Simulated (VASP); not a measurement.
Here is the system:

```yaml
crystal:
  lattice:
    - [4.36772, 0.00000, 0.00000]
    - [-2.18386, 3.78256, 0.00000]
    - [0.00000, 0.00000, 25.64279]
  atoms:
    - { symbol: F, position: [0.66667, 0.33333, 0.32798] }
    - { symbol: F, position: [0.33333, 0.66667, 0.46366] }
    - { symbol: F, position: [0.00000, 0.00000, 0.39600] }
    - { symbol: F, position: [0.00000, 0.00000, 0.60400] }
    - { symbol: F, position: [0.66667, 0.33333, 0.53634] }
    - { symbol: F, position: [0.33333, 0.66667, 0.67202] }
    - { symbol: Ba, position: [0.33333, 0.66667, 0.36025] }
    - { symbol: Ba, position: [0.00000, 0.00000, 0.50000] }
    - { symbol: Ba, position: [0.66667, 0.33333, 0.63975] }
```

These are PBEsol GGA, VASP's PBE PAW potentials (set 64) (plane waves; VASP) values and carry that method's errors. Settings: PREC = Normal, 450 eV cut-off, 5×5×1 Γ-centred mesh, Gaussian smearing of 0.050 eV, potentials F Ba_sv.

Estimate the energy per atom (σ→0).

```
Quantity                                Value
---------------------  ----------------------
energy per atom (σ→0)  -560.7 kJ/mol of atoms
```

The cell is a thin slab with vacuum, built from BaF2 (fluorite): (111) face.
